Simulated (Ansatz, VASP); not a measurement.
## TaN: VASP beside Ansatz

Aim: how closely do two programs agree when they are given the same cell, functional and k mesh? The cell is taken from a series of runs on this material, whose earlier steps may have relaxed, scaled, displaced or heated it; both programs get it as it stands.

Calculated with Ansatz 0.2.0; plane waves, with VASP 6.6.1 beside it; zone-centre phonons at LDA.

**1. The structure**

Symmetry: Fm-3m, No. 225, cubic system. Conventional cell: a = 4.376 Å, b = 4.376 Å, c = 4.376 Å, α = 90.00°, β = 90.00°, γ = 90.00°. Nearest to N lie 6 Ta at 2.19 Å. Nearest to Ta lie 6 N at 2.19 Å. Farther neighbours and most contacts between anions are not listed.

**2. Ansatz: zone-centre phonons, LDA, pair 1**

Ansatz runs on its PAW soft_1 files.

Second derivatives magnify differences that forces hide, and they need a tight electronic threshold.

Contents of input.yaml:

```yaml
crystal:
  lattice:
    - [0.0, 2.1882046262, 2.1882046262]
    - [2.1882046262, 0.0, 2.1882046262]
    - [2.1882046262, 2.1882046262, 0.0]
  atoms:
    - { symbol: "N", position: [0.0, 0.0, 0.0] }
    - { symbol: Ta, position: [0.5, 0.5, 0.5] }
kpoints:
  mp_grid: { grid: [16, 16, 16] }
hamiltonian:
  xc: lda
  pseudopotentials: { kind: paw, azcp: { folder: soft_1 }, xc_functional: pbe }
scf:
  occupations: { method: methfessel_paxton, width: 0.2 }
output:
  eigenvalues: true
phonons:
  method: dfpt
```

Run with:

```sh
ansatz run input.yaml --threads 4 --pin off --max-ram 10240MiB --backend cpu --events-out ev --progress --plain --runs-dir out
```

Numbers of over 12 decimals in the logs are rounded to 6 here.

The log of the run:

```text
Engine: ansatz 0.2.0, x86_64-unknown-linux-gnu
Pseudopotentials: kind: paw
Pseudopotential: N, paw, valence charge 5, recommended cutoff 420 eV (normal), soft_1/N.paw.azcp
Pseudopotential: Ta, paw, valence charge 13, recommended cutoff 420 eV (normal), soft_1/Ta.paw.azcp
Functional definition: SPW92
  exchange = slater_x
  correlation = pw_c
Crystal: 2 atoms, lattice volume = 20.955 Å³
Basis set: ecut = 420 eV, 411 PW (Γ), exchange–correlation on 48×48×48 points (8 copies of the dense FFT grid, shifted against one another)
Bands: 13, of which v1, the nominal top of the filled ones, is band 9 counted from 1 (8 counted from 0)
Symmetry: 48 space group operations
k-points: 349 of 4096 (irreducible under 8 space group operations, time reversal used)
Non-local potential: N, projectors of the file, l = 0: 2, l = 1: 2, l = 2: 1
Non-local potential: Ta, projectors of the file, l = 0: 3, l = 1: 2, l = 2: 2, l = 3: 1
PAW form: soft (Blöchl's): semilocal exchange-correlation on the pseudo side does not see the compensation charge
PAW frozen core: N, regenerated for the run's functional, and the local potential with it (the file was generated under x = pbe(κ = 0.804, μ = 0.219515), c = pbe(β = 0.066725))
PAW frozen core: Ta, regenerated for the run's functional, and the local potential with it (the file was generated under x = pbe(κ = 0.804, μ = 0.219515), c = pbe(β = 0.066725))
PAW one-centre angular grid: N, 110 points (default); XC on 64 Gauss nodes
PAW one-centre angular grid: Ta, 590 points (default); XC on 64 Gauss nodes
Initial density: superposition of atomic densities (chi_scale 0.1, normalization cell, long waves kept (reshape's long-wave potential 0.00 eV rms))
Initial wavefunctions: pseudopotential atomic-orbital guess
Functional: x = slater, c = lda
SCF iter   1: F=—  HF=-10059.571569 eV  |F-HF|=—  |Δ(HF+E_count)|=         —  Δρ=4.89e-2  dr2=5.11e-1  ethr=3.10e-3  ⟨swp⟩=5.0  Hψ=48451  notcnv=0
automatic band count: the SCF goes on with 17 bands, as 13 were too few: the levels above may hold too much charge
preconditioner: auto → none  [metal: Δε(μ)=0.019 eV  Ē_g=15.937 eV  σ=0.200 eV  W_gap=0.08  n_scr=8 (ndim 8)  ℏωp=25.7 eV  f_vac=0.000  D(μ)=0.97/eV (n_scr^D=14)  sad-step TF]
SCF iter   2: F=—  HF=-10059.528567 eV  |F-HF|=—  |Δ(HF+E_count)|=   4.30e-2  S|Δr|=    0.00e0  Δρ=3.45e-2  dr2=2.87e-1  ethr=2.84e-3  ⟨swp⟩=1.0  Hψ=8725  notcnv=0
SCF iter   3: F=—  HF=-10059.459198 eV  |F-HF|=—  |Δ(HF+E_count)|=   6.94e-2  S|Δr|=    0.00e0  Δρ=2.92e-3  dr2=4.26e-4  ethr=1.60e-3  ⟨swp⟩=2.4  Hψ=7724  notcnv=0
SCF iter   4: F=—  HF=-10059.459281 eV  |F-HF|=—  |Δ(HF+E_count)|=   8.30e-5  S|Δr|=    0.00e0  Δρ=6.42e-4  dr2=1.08e-4  ethr=2.37e-6  ⟨swp⟩=2.7  Hψ=10972  notcnv=0  defer=484
SCF iter   5: F=—  HF=-10059.459255 eV  |F-HF|=—  |Δ(HF+E_count)|=   2.66e-5  S|Δr|=    0.00e0  Δρ=6.15e-5  dr2=6.86e-7  ethr=6.01e-7  ⟨swp⟩=2.4  Hψ=7056  notcnv=0  defer=484
SCF iter   6: F=—  HF=-10059.459256 eV  |F-HF|=—  |Δ(HF+E_count)|=   1.81e-6  S|Δr|=    0.00e0  Δρ=5.61e-6  dr2=4.25e-9  ethr=3.81e-9  ⟨swp⟩=2.3  Hψ=7127  notcnv=0  defer=535
SCF iter   7: F=—  HF=-10059.459256 eV  |F-HF|=—  |Δ(HF+E_count)|=  8.80e-10  S|Δr|=    0.00e0  Δρ=1.14e-6  dr2=1.15e-10  ethr=2.36e-11  ⟨swp⟩=2.0  Hψ=8188  notcnv=0  defer=535
SCF iter   8: F=-10059.459256 eV  HF=-10059.459256 eV  |F-HF|=1.09e-11  |Δ(HF+E_count)|=  7.28e-12  S|Δr|=    0.00e0  Δρ=6.51e-8  dr2=1.89e-13  ethr=1.00e-12  ⟨swp⟩=9.2  Hψ=26758  notcnv=0
SCF 1 converged in 8 iterations: F = -10059.459256 eV  dr2 = 1.89e-13
  greatest PAW one-centre occupation: 0.999 electrons in one spin orbital (limit 2), on the Ta atom at site 1 (counted from 0), in its partial waves of l = 0
DFPT response loops at Γ: preconditioner auto → Kerker (q_TF=auto, 2.660 Å⁻¹) (partly filled bands, converged f_vac=0.000); β = 1.00, the filter's whole step (`scf.mixing.beta` (0.50) is not read by the response loops under this deck's `scf.mixing.preconditioner`; to damp them name `kerker` or `kerker_dos`, under which they read `scf.mixing.beta`, and type it under 1.00, their step now; both keys bind the ground state too); Broyden in place of MSR1
SCF converged after 8 iterations
Stability not checked: this state was not tested for a lower state beside it, because cold or Methfessel-Paxton smearing, or corrected tetrahedra, fill the levels in a way that the test cannot read (fill_not_monotonic; see scf.lower_state_search)
Free energy (F): -10059.459256 eV
Harris-Foulkes:  -10059.459256 eV  (|F-HF|=1.09e-11)
Internal energy: -10059.456939 eV  (E = F + TS)
E sigma→0 (E₀):  -10059.458677 eV
Entropy (-TS):   -0.002317 eV (-1.159 meV/atom)
Fermi energy:    21.532113 eV
--- Per-component energies (eV) ---
  E_band       = -46.314921
  E_kinetic    = 525.925541
  E_local      = -565.395694  (includes V_loc(G=0)·N_el)
  E_nonlocal   = 30.342896
  E_hartree    = 201.371861
  E_xc         = -378.972505
  E_vxc        = -311.138043  (∫ρ·V_xc dr)
  E_paw        = -8176.714232  (= ΣΔE_a)
  E_vpaw       = -128.794223  (= ΣTr[D̂ρ^β])
  E_aug_tail   = 0.000884  (compensation charges beyond the density's cutoff)
  E_ewald      = -1696.354733
  E_core_change = 0.339041  (= ΣΔE_core)
  E_smearing   = -0.002317  (= −TS)
  E_closure    = -0.000000  (closes the sum)
  Σ components = -10059.459256   (vs F -10059.459256, Δ=0.00e0)
--- Band table (eV; the first three rows and the last of 349) ---
  k-point 0: bands = [... 5 lower, 17.7098, 17.7098, 17.7098, 19.3852, 19.3852, 19.3852, 21.5651, 21.5651, ... 4 higher]
  k-point 1: bands = [... 5 lower, 17.1975, 17.3577, 17.3577, 19.5462, 19.5462, 19.6220, 21.9688, 21.9688, ... 4 higher]
  k-point 2: bands = [... 5 lower, 16.1607, 16.6344, 16.6344, 19.9194, 19.9194, 19.9748, 22.9454, 22.9454, ... 4 higher]
  k-point 348: bands = [... 5 lower, 14.0125, 14.7639, 14.7639, 21.3513, 21.3513, 25.1893, 25.7707, 26.1255, ... 4 higher]
--- Phonons (Γ-DFPT): 2 representative perturbations + reference, on 349 of 4096 k-points (Σ response iterations 6) ---
  k mesh reduced under 8 symmetry operations, with k and −k counted as one. Each operation leaves every solved perturbation unchanged. A smaller set is not used because it would not reduce the number of displacements times k-points to solve
  ASR residual: 2.815e-5 → 0.000e0 eV/Å²; symmetrization residual: 8.028e-7 eV/Å²
  ASR residual per site (eV/Å²): 1.59e-5 2.82e-5
  Γ frequencies (cm⁻¹): 0.00 0.00 0.00 395.39 395.39 395.39
  non-analytic LO–TO correction: not included (Born effective charges unavailable; polar crystals: no LO–TO splitting at Γ)
```

**3. VASP: zone-centre phonons, LDA, pair 1**

The same cell, functional (in two slightly different forms), mesh and smearing now go to VASP, with its own data sets.

Lines of VASP's logs that name or quote its potential files are left out, and so is its time.

Contents of INCAR:

```
SYSTEM = TaN
PREC = Accurate
ENCUT = 600
EDIFF = 1E-08
NELM = 120
ISMEAR = 1
SIGMA = 0.2
LREAL = .FALSE.
ALGO = Normal
GGA = CA
NBANDS = 14
LASPH = .TRUE.
LORBIT = 11
LWAVE = .FALSE.
LCHARG = .FALSE.
ISIF = 2
IBRION = 8
GGA_COMPAT = .FALSE.
KPAR = 2
```

Contents of POSCAR:

```
TaN
1.0
    0.0000000000      2.1882046262      2.1882046262
    2.1882046262      0.0000000000      2.1882046262
    2.1882046262      2.1882046262      0.0000000000
N Ta
1 1
Direct
    0.0000000000      0.0000000000      0.0000000000
    0.5000000000      0.5000000000      0.5000000000
```

Contents of KPOINTS:

```
Automatic mesh
0
Gamma
16 16 16
0 0 0
```

PAW data sets: N and Ta_pv (LDA family, release 64).

Run with:

```sh
mpirun -np 2 vasp_std
```

The log of the run:

```text
[banner, memory and clock lines left out]
running    2 mpi-ranks, on    1 nodes
 distrk:  each k-point on    1 cores,    2 groups
 distr:  one band on    1 cores,    1 groups

 POSCAR found type information on POSCAR N Ta
 POSCAR found :  2 types and       2 ions
 LDA part: xc-table for (Slater(with rela. corr.)+CA(PZ))
 , standard interpolation
 POSCAR, INCAR and KPOINTS ok, starting setup
 FFT: planning ... GRIDC
 FFT: planning ... GRID_SOFT
 FFT: planning ... GRID
 WAVECAR not read
 entering main loop
       N       E                     dE             d eps       ncg     rms          rms(c)
DAV:   1     0.930253973635E+02    0.93025E+02   -0.97790E+03  4068   0.135E+03
DAV:   2    -0.241443964825E+02   -0.11717E+03   -0.11050E+03  5014   0.327E+02
DAV:   3    -0.271556028421E+02   -0.30112E+01   -0.29741E+01  4602   0.468E+01
DAV:   4    -0.271704735243E+02   -0.14871E-01   -0.14862E-01  4828   0.346E+00
DAV:   5    -0.271705836788E+02   -0.11015E-03   -0.11015E-03  4612   0.275E-01    0.247E+01
DAV:   6    -0.243028242286E+02    0.28678E+01   -0.66008E+00  4336   0.282E+01    0.104E+01
DAV:   7    -0.241859175826E+02    0.11691E+00   -0.38618E-01  5134   0.566E+00    0.701E+00
DAV:   8    -0.241463931573E+02    0.39524E-01   -0.13149E-01  4834   0.328E+00    0.117E+00
DAV:   9    -0.241431346590E+02    0.32585E-02   -0.93763E-03  4666   0.850E-01    0.271E-01
DAV:  10    -0.241429541557E+02    0.18050E-03   -0.42227E-04  5346   0.254E-01    0.766E-02
DAV:  11    -0.241429393978E+02    0.14758E-04   -0.34473E-05  4492   0.635E-02    0.142E-02
DAV:  12    -0.241429392780E+02    0.11986E-06   -0.18744E-06  5170   0.131E-02    0.290E-03
DAV:  13    -0.241429392662E+02    0.11727E-07   -0.60424E-08  4714   0.234E-03    0.771E-04
DAV:  14    -0.241429392657E+02    0.59231E-09   -0.27818E-09  3152   0.587E-04
   1 F= -.24142939E+02 E0= -.24142190E+02  d E =-.224712E-02
 Linear response reoptimize wavefunctions to high precision
DAV:   1    -0.241429392653E+02    0.34561E-09   -0.68736E-10  3116   0.279E-04
DAV:   2    -0.241429392653E+02    0.11369E-11   -0.10972E-10  2558   0.917E-05
 Linear response DOF=           2
 Linear response progress:
  Degree of freedom:   1/  2
       N       E                     dE             d eps       ncg     rms          rms(c)
RMM:   1    -0.232364769543E+00   -0.23236E+00    0.15379E-01 20729   0.296E+00
RMM:   2    -0.228771091800E+00    0.35937E-02   -0.42012E-03 16601   0.490E-01    0.155E-01
RMM:   3    -0.229618882396E+00   -0.84779E-03   -0.89166E-04 14887   0.181E-01    0.789E-02
RMM:   4    -0.230948250880E+00   -0.13294E-02   -0.45467E-04 15135   0.126E-01    0.219E-02
RMM:   5    -0.231047297794E+00   -0.99047E-04   -0.19777E-05 17414   0.319E-02    0.278E-03
RMM:   6    -0.231044629173E+00    0.26686E-05   -0.16189E-06 17283   0.705E-03    0.767E-04
RMM:   7    -0.231038441178E+00    0.61880E-05   -0.14371E-07 17434   0.187E-03    0.355E-04
RMM:   8    -0.231040352821E+00   -0.19116E-05   -0.26089E-08 18523   0.666E-04    0.809E-05
RMM:   9    -0.231039496318E+00    0.85650E-06   -0.33186E-08 17641   0.243E-04    0.284E-05
RMM:  10    -0.231039401065E+00    0.95253E-07    0.37475E-08 19620   0.742E-05    0.127E-05
RMM:  11    -0.231039453840E+00   -0.52775E-07   -0.64915E-09 17739   0.283E-05    0.289E-06
RMM:  12    -0.231039460564E+00   -0.67232E-08    0.60391E-10 17698   0.101E-05    0.233E-06
 first order change of Fermi-energy  -0.77102E-04
 force on displaced ion       1 direction 1 :  -7.583   0.000   0.000
 Linear response progress:
  Degree of freedom:   2/  2
       N       E                     dE             d eps       ncg     rms          rms(c)
RMM:   1    -0.135314304800E+00   -0.13531E+00    0.11412E+01 10310   0.239E+01
RMM:   2    -0.163975241728E+00   -0.28661E-01   -0.27769E-02 15391   0.147E+00    0.108E-01
RMM:   3    -0.163336485226E+00    0.63876E-03   -0.19713E-03 17709   0.271E-01    0.504E-02
RMM:   4    -0.162904596560E+00    0.43189E-03   -0.15734E-04 18865   0.830E-02    0.186E-02
RMM:   5    -0.162732479774E+00    0.17212E-03   -0.18384E-05 19137   0.233E-02    0.465E-03
RMM:   6    -0.162722437552E+00    0.10042E-04   -0.24588E-06 18277   0.827E-03    0.836E-04
RMM:   7    -0.162720556528E+00    0.18810E-05   -0.12303E-07 19457   0.231E-03    0.302E-04
RMM:   8    -0.162722361734E+00   -0.18052E-05   -0.83929E-07 20378   0.786E-04    0.739E-05
RMM:   9    -0.162723044615E+00   -0.68288E-06   -0.54746E-07 19408   0.305E-04    0.405E-05
RMM:  10    -0.162723487990E+00   -0.44337E-06   -0.30680E-07 17978   0.191E-04    0.692E-06
RMM:  11    -0.162723502350E+00   -0.14361E-07   -0.17449E-07 21101   0.842E-05    0.697E-06
RMM:  12    -0.162723476371E+00    0.25979E-07   -0.93307E-08 18604   0.473E-05    0.113E-06
RMM:  13    -0.162723483802E+00   -0.74304E-08   -0.54772E-08 18410   0.241E-05    0.927E-07
 first order change of Fermi-energy   0.32538E-03
 force on displaced ion       2 direction 1 :  -7.585   0.000   0.000
 Linear response finished
```

OUTCAR, selected parts (step 3):

```text
ion  position               nearest neighbor table
   1  0.000  0.000  0.000-   2 2.19   2 2.19   2 2.19   2 2.19   2 2.19   2 2.19
   2  0.500  0.500  0.500-   1 2.19   1 2.19   1 2.19   1 2.19   1 2.19   1 2.19

  LATTYP: Found a face centered cubic cell.
 ALAT       =     4.3764092524

 Subroutine GETGRP returns: Found 48 space group operations
 (whereof 48 operations were pure point group operations)

The static configuration has the point symmetry O_h .

 Found    145 irreducible k-points:

   k-points           NKPTS =    145   k-points in BZ     NKDIM =    145   number of bands    NBANDS=     14

   dimension x,y,z NGX =    28 NGY =   28 NGZ =   28
   dimension x,y,z NGXF=    56 NGYF=   56 NGZF=   56

   ENCUT  =  600.0 eV  44.10 Ry    6.64 a.u.   6.18  6.18  6.18*2*pi/ulx,y,z

   NELECT =      16.0000    total number of electrons

 k-points in reciprocal lattice and weights: Automatic mesh
   0.00000000  0.00000000  0.00000000       0.000
   0.06250000  0.00000000  0.00000000       0.002
   0.12500000  0.00000000  0.00000000       0.002
   0.18750000  0.00000000  0.00000000       0.002
   0.25000000  0.00000000  0.00000000       0.002
   0.31250000  0.00000000  0.00000000       0.002
   0.37500000  0.00000000  0.00000000       0.002
   0.43750000  0.00000000  0.00000000       0.002
   0.50000000  0.00000000  0.00000000       0.001
[...]
-0.31250000  0.50000000  0.18750000       0.003
  -0.25000000  0.50000000  0.25000000       0.001

 average (electrostatic) potential at core
       1 -60.8322       2 -35.0564

  Total       -0.6643449     -0.6643449     -0.6643449      0.0000000      0.0000000     -0.0000000
  in kB      -50.7937634    -50.7937634    -50.7937634      0.0000000      0.0000000     -0.0000000
  external PRESSURE =     -50.7937634 kB  Pullay stress =       0.0000000 kB

  energy-cutoff  :      600.00
  volume of cell :       20.96
      direct lattice vectors                 reciprocal lattice vectors
     0.000000000  2.188204626  2.188204626    -0.228497826  0.228497826  0.228497826
     2.188204626  0.000000000  2.188204626     0.228497826 -0.228497826  0.228497826
     2.188204626  2.188204626  0.000000000     0.228497826  0.228497826 -0.228497826

 POSITION                                       TOTAL-FORCE (eV/Angst)
 -----------------------------------------------------------------------------------
      0.00000      0.00000      0.00000        -0.000000      0.000000      0.000000
      2.18820      2.18820      2.18820         0.000000     -0.000000     -0.000000
 -----------------------------------------------------------------------------------
    total drift:                                0.000000      0.000000      0.000000

 Eigenvectors and eigenvalues of the dynamical matrix
 ----------------------------------------------------

   1 f  =   11.942257 THz    75.035414 2PiTHz  398.350819 cm-1    49.389185 meV
             X         Y         Z           dx          dy          dz
      0.000000  0.000000  0.000000     0.000000    0.963416    0.000000
      2.188205  2.188205  2.188205     0.000000   -0.268012    0.000000

   2 f  =   11.942257 THz    75.035414 2PiTHz  398.350819 cm-1    49.389185 meV
             X         Y         Z           dx          dy          dz
      0.000000  0.000000  0.000000     0.963416   -0.000000    0.000000
      2.188205  2.188205  2.188205    -0.268012    0.000000    0.000000

   3 f  =   11.942257 THz    75.035414 2PiTHz  398.350819 cm-1    49.389185 meV
             X         Y         Z           dx          dy          dz
      0.000000  0.000000  0.000000     0.000000   -0.000000   -0.963416
      2.188205  2.188205  2.188205     0.000000   -0.000000    0.268012

   4 f/i=    0.000266 THz     0.001671 2PiTHz    0.008869 cm-1     0.001100 meV
             X         Y         Z           dx          dy          dz
      0.000000  0.000000  0.000000    -0.101290   -0.247153    0.022045
      2.188205  2.188205  2.188205    -0.364103   -0.888436    0.079245

   5 f/i=    0.000266 THz     0.001671 2PiTHz    0.008869 cm-1     0.001100 meV
             X         Y         Z           dx          dy          dz
      0.000000  0.000000  0.000000     0.017311    0.016715    0.266929
      2.188205  2.188205  2.188205     0.062227    0.060083    0.959525

   6 f/i=    0.000266 THz     0.001671 2PiTHz    0.008869 cm-1     0.001100 meV
             X         Y         Z           dx          dy          dz
      0.000000  0.000000  0.000000    -0.247530    0.102304    0.009647
      2.188205  2.188205  2.188205    -0.889790    0.367751    0.034677

 ELASTIC MODULI CONTR FROM IONIC RELAXATION (kBar)
 Direction    XX          YY          ZZ          XY          YZ          ZX
 --------------------------------------------------------------------------------
 XX           0.0000      0.0000      0.0000      0.0000      0.0000      0.0000
 YY           0.0000      0.0000      0.0000      0.0000      0.0000      0.0000
 ZZ           0.0000      0.0000      0.0000      0.0000      0.0000      0.0000
 XY           0.0000      0.0000      0.0000      0.0000      0.0000      0.0000
 YZ           0.0000      0.0000      0.0000      0.0000      0.0000      0.0000
 ZX           0.0000      0.0000      0.0000      0.0000      0.0000      0.0000
 --------------------------------------------------------------------------------
```

**4. Comparison**

Known differences besides the potentials themselves: the two LDA forms differ slightly; the data sets hold 18 valence electrons in Ansatz (on its PAW soft_1 files) and 16 in VASP; the cutoff is 420 eV in Ansatz and 600 eV in VASP; VASP's log shows a relativistic correction to its local exchange, Ansatz's none. Total energies have different zeros and are not compared.

Both answers:

| quantity | Ansatz | VASP | difference |
| --- | --- | --- | --- |
| optical mode 1 to 3 (cm⁻¹) | 395.4 | 398.4 | -0.74 % |

Modes are paired by rising frequency, not by their patterns, so a pair may set unlike modes beside each other; they are those without the splitting of longitudinal modes.

(Part 1 of 2 ends here.)

[Lines on the potential files, build, host, timing and source positions are cut from VASP's logs without a mark.]

[Logs are printed without paths, hosts, clocks, repeated set-up lines and the standing remarks that a program may print on its own settings, such as how far it seeks lower states.]

[Hosts, paths, dates, database ids (printed as entryN), source tags and the programs' standing remarks are cut or masked in the printed files.]
